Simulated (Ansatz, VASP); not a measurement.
# H2C5 (C(110) slab, H on both faces) in two plane-wave programs, part 3 of 3

One calculation is typed for both programs; each brings its own data sets. How far apart do they land? Of the first pair: The structure shown is the start of the Ansatz relaxation below; VASP solves that cell, so the two are compared at the walk's first step.

VASP 6.6.1 and Ansatz 0.2.0.

So far. Step 4 (Side by side): The forces differ by 9.8 meV/Å r.m.s., which is 1.0 % of the r.m.s. force of 0.999 eV/Å (both taken over all components). With vacuum in the cell, a pressure given here is an average over mostly empty space and none of the material.

**6. VASP: single point, PBE with D3(BJ), relaxed cell, pair 2**

Level of this step: PBE with D3(BJ); plane waves and PAW (C, H) (VASP).

The same cell, functional, mesh and smearing now go to VASP, with its own data sets.

The input, INCAR:

```
SYSTEM = H2C5
PREC = Accurate
ENCUT = 520
EDIFF = 1E-06
NELM = 120
ISMEAR = -1
SIGMA = 0.025
LREAL = Auto
ALGO = Normal
GGA = PE
IVDW = 12
NBANDS = 477
LORBIT = 11
LWAVE = .FALSE.
LCHARG = .FALSE.
ISIF = 2
LASPH = .TRUE.
GGA_COMPAT = .FALSE.
EFERMI = MIDGAP
```

The input, POSCAR:

```
H2C5
1.0
   12.6112490000      0.0000000000      0.0000000000
    0.0000000000     10.7010000000      0.0000000000
    0.0000000000      0.0000000000     16.8244620000
C H
150 60
Direct
    0.8999100000      0.1655800000      0.3518700000
    0.9999400000      0.0857900000      0.3519000000
[... 5 atom lines left out ...]
    0.8998900000      0.2510200000      0.5749700000
[... 6 atom lines left out ...]
    0.0998600000      0.1675100000      0.5000700000
[... 2 atom lines left out ...]
    0.0998800000      0.2510300000      0.5749900000
    0.0998700000      0.1656900000      0.6481800000
[... 3 atom lines left out ...]
    0.9999300000      0.3337800000      0.4250600000
[... 1 atom line left out ...]
    0.8999500000      0.5008400000      0.4999800000
    0.9999300000      0.4173400000      0.5000100000
    0.9998900000      0.3338100000      0.5749500000
    0.8999200000      0.5844400000      0.5749500000
    0.8999000000      0.4990100000      0.6481500000
    0.9999000000      0.4192600000      0.6481300000
[... 7 atom lines left out ...]
    0.2998900000      0.2510600000      0.5750300000
[... 4 atom lines left out ...]
    0.1999000000      0.3337700000      0.4251200000
    0.0999500000      0.5843900000      0.4251300000
    0.0999600000      0.5008600000      0.5000800000
    0.1999200000      0.4173300000      0.5000700000
    0.1998900000      0.3338000000      0.5750000000
    0.0999300000      0.5844200000      0.5750300000
    0.0999300000      0.4990100000      0.6482300000
    0.1999300000      0.4192300000      0.6482100000
[... 5 atom lines left out ...]
    0.9999100000      0.7506800000      0.5000900000
    0.9999300000      0.6671500000      0.5750400000
[... 2 atom lines left out ...]
    0.9999200000      0.7526300000      0.6482300000
[... 14 atom lines left out ...]
    0.2999200000      0.5008400000      0.5000800000
[... 2 atom lines left out ...]
    0.2999400000      0.5843700000      0.5749900000
    0.2999500000      0.4989500000      0.6481700000
    0.3999500000      0.4191700000      0.6481700000
[... 5 atom lines left out ...]
    0.1999100000      0.7506500000      0.5000900000
    0.1999500000      0.6671600000      0.5750300000
[... 1 atom line left out ...]
    0.0999300000      0.8323900000      0.6482100000
    0.1999100000      0.7526100000      0.6482200000
[... 39 atom lines left out ...]
    0.7999300000      0.4192400000      0.6481400000
[... 22 atom lines left out ...]
    0.8999500000      0.2217900000      0.7028100000
[... 3 atom lines left out ...]
    0.0999700000      0.2217600000      0.7028600000
[... 3 atom lines left out ...]
    0.8999200000      0.5550600000      0.7028500000
    0.9998300000      0.3632400000      0.7028300000
[... 2 atom lines left out ...]
    0.3000700000      0.2216700000      0.7029600000
[... 3 atom lines left out ...]
    0.0998500000      0.5550900000      0.7029100000
    0.2001100000      0.3631400000      0.7028800000
[... 3 atom lines left out ...]
    0.9999700000      0.6966000000      0.7029300000
[... 6 atom lines left out ...]
    0.2999400000      0.5548800000      0.7029200000
    0.3999600000      0.3631000000      0.7028700000
[... 2 atom lines left out ...]
    0.1000100000      0.8884600000      0.7029000000
    0.1998500000      0.6965400000      0.7029000000
[... 15 atom lines left out ...]
    0.7999600000      0.3631100000      0.7027900000
[... 7 atom lines left out ...]
    0.7998400000      0.6964300000      0.7028800000
```

The input, KPOINTS:

```
Automatic mesh
0
Gamma
1 1 1
0 0 0
```

The projector-augmented-wave data sets are C and H (PBE family, release 64).

Launch:

```
$ export OMP_NUM_THREADS=3
$ mpirun -np 1 vasp_gam
```

Output:

```text
[... set-up lines as in an earlier step ...]
 entering main loop
       N       E                     dE             d eps       ncg     rms          rms(c)
DAV:   1     0.621942620256E+04    0.62194E+04   -0.34616E+05   970   0.131E+03
DAV:   2    -0.886639558012E+03   -0.71061E+04   -0.67199E+04  1356   0.324E+02
DAV:   3    -0.164229923479E+04   -0.75566E+03   -0.74803E+03  1212   0.108E+02
DAV:   4    -0.166741889289E+04   -0.25120E+02   -0.25021E+02  1300   0.215E+01
[...]
DAV:  20    -0.158007317294E+04   -0.21448E-04   -0.95458E-07   852   0.111E-03    0.470E-04
DAV:  21    -0.158007317778E+04   -0.48358E-05   -0.24545E-07   812   0.519E-04    0.335E-04
DAV:  22    -0.158007317859E+04   -0.81275E-06   -0.64374E-08   820   0.272E-04
   1 F= -.16058579E+04 E0= -.16058579E+04  d E =-.139085E-18
```

From OUTCAR (step 6):

```text
  FREE ENERGIE OF THE ION-ELECTRON SYSTEM (eV)
  ---------------------------------------------------
  free  energy   TOTEN  =     -1605.8578723449 eV

  energy  without entropy=    -1605.8578723449  energy(sigma->0) =    -1605.85787234
```

**7. Differences**

Both answers:

| quantity | Ansatz | VASP | difference |
| --- | --- | --- | --- |
| gap on the k mesh (eV) | 2.207 | 2.211 | -0.003 |

At this near-relaxed geometry the largest component of a force difference is 24 meV/Å. A gap on the mesh is an upper bound, since the band edges may lie between its points. With vacuum in the cell, a pressure given here is an average over mostly empty space and none of the material.

**8. Summary of results**

```json
{
  "r.m.s. force difference (single point, PBE with D3(BJ), start cell, pair 1)": "0.98 % of the r.m.s. force",
  "difference in gap on the k mesh (single point, PBE with D3(BJ), relaxed cell, pair 2)": "-0.0031 eV",
  "r.m.s. force difference (single point, PBE with D3(BJ), relaxed cell, pair 2)": "8.4 meV/Å"
}
```

**Reading.** The r.m.s. force difference is 8.4 meV/Å (single point, PBE with D3(BJ), relaxed cell, pair 2), within the 12 meV/Å picked in this series as the mark of a large difference. How closely two codes agree says nothing of how well the functional describes the real material.

[Lines on the potential files, build, host, timing and source positions are cut from VASP's logs without a mark.]

[Logs are printed without paths, hosts, clocks, repeated set-up lines and the standing remarks that a program may print on its own settings, such as how far it seeks lower states.]

[Hosts, paths, dates, database ids (printed as entryN), source tags and the programs' standing remarks are cut or masked in the printed files.]
